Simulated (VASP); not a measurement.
An input for Ansatz (written as the equivalent of a VASP run, and not itself run):

Ansatz 0.2 input:
```yaml
crystal:
  lattice:
    - [2.8007113, 1.6169916, 2.2900024]
    - [-2.8007113, 1.6169916, 2.2900024]
    - [0.0000000, -3.2339833, 2.2900024]
  atoms:
    - { symbol: Ba, position: [0.9987213, 0.9987213, 0.9987213] }
    - { symbol: Ti, position: [0.5080576, 0.5080576, 0.5080576] }
    - { symbol: O, position: [0.4896969, 0.9849172, 0.4896969] }
    - { symbol: O, position: [0.4896969, 0.4896969, 0.9849172] }
    - { symbol: O, position: [0.9849172, 0.4896969, 0.4896969] }
kpoints:
  mp_grid: { grid: [6, 6, 6] }
hamiltonian:
  xc: lda
  pseudopotentials: { kind: paw }
scf:
  occupations: { method: tetrahedron }
  max_iter: 100
output: { forces: true, stress: true, eigenvalues: true }
```

Task: Write the VASP files for the same calculation (LDA).

Result: One answer among several that fit: 
File KPOINTS:
```
Regular mesh
0
Gamma
6 6 6
0 0 0
```

### INCAR
```
SYSTEM = BaTiO3
PREC = Accurate
ENCUT = 520
EDIFF = 1E-7
NELM = 100
ALGO = Normal
LREAL = .FALSE.
LASPH = .TRUE.
ISMEAR = -5
LMAXMIX = 4
LWAVE = .FALSE.
LCHARG = .TRUE.
LORBIT = 11
NEDOS = 601
ISIF = 2
```

**POSCAR**
```
BaTiO3
1
    2.8007113060     1.6169916250     2.2900023604
   -2.8007113060     1.6169916250     2.2900023604
   -0.0000000000    -3.2339832500     2.2900023604
Ba Ti O
1 1 3
Direct
  0.9987213028   0.9987213028   0.9987213028
  0.5080576300   0.5080576300   0.5080576300
  0.4896969498   0.9849171677   0.4896969498
  0.4896969498   0.4896969498   0.9849171677
  0.9849171677   0.4896969498   0.4896969498
```

POTCAR, in this order: Ba_sv Ti_sv O (LDA.64 set). Program: vasp_std.

Limits of the translation: each code has its own PAW files, so the cut-off isn't converted (ENCUT is set for VASP's; basis.ecutwfc is left out, and Ansatz then takes the one that its files recommend); Ansatz stops its SCF on the density residual and VASP on the energy change (EDIFF); Ansatz's lda is the Perdew-Wang form, while the LDA potentials of VASP carry Perdew-Zunger's.

The structure comes from a computed database's BaTiO3 entry (R3m); how it stands against other phases isn't given here. It was relaxed first, which changed the volume by -5 %.
